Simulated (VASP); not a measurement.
Write the native input for VASP 6.6.1 that does the following.

```yaml
Task: single point
Functional: LDA
Potentials_or_basis: VASP PAW LDA potentials, release 64 (Pt)
Cutoff: 520 eV
k_mesh: 23 × 23 × 23
Occupations: fermi-dirac, width 0.1 eV
Spin: no spin polarisation
Dipole_correction: no
Further_INCAR_settings: ALGO = Fast; EDIFF = 1e-07; NBANDS = 11
```

The structure of Pt lies in POSCAR:

```
Pt
1.0
   -1.5514802714      1.5514802714      1.5514802714
    1.5514802714     -1.5514802714      1.5514802714
    1.5514802714      1.5514802714     -1.5514802714
Pt
1
Direct
    0.0000000000      0.0000000000      0.0000000000
```

This isn't the form of Pt at room conditions, which is fcc.

One way to write it, as run:

INCAR

```
PREC = Accurate ; ENCUT = 520
EDIFF = 1E-7 ; ISMEAR = -1
SIGMA = 0.1 ; LREAL = F
LASPH = T ; NELM = 60
ALGO = Fast ; ISIF = 2
LWAVE = F ; LCHARG = T
GGA = CA ; LELF = T
LVHAR = T ; NBANDS = 11
```

KPOINTS

```
Automatic mesh
0
Gamma
  23 23 23
```

Potentials or basis: VASP PAW LDA potentials, release 64 (Pt).

Command:

```sh
$ cat potpaw_LDA.64/Pt/POTCAR > POTCAR
$ mpirun -np 1 vasp_std > vasp.out
```

Results of the run:

```yaml
Pressure: 0.6 GPa
Band_gap_on_the_k_mesh: none (metal or under the smearing width)
```

Run time: 21 s on 1 thread of Intel(R) Xeon(R) 6975P-C (Granite Rapids), on a shared host, peak memory 0.16 GiB.
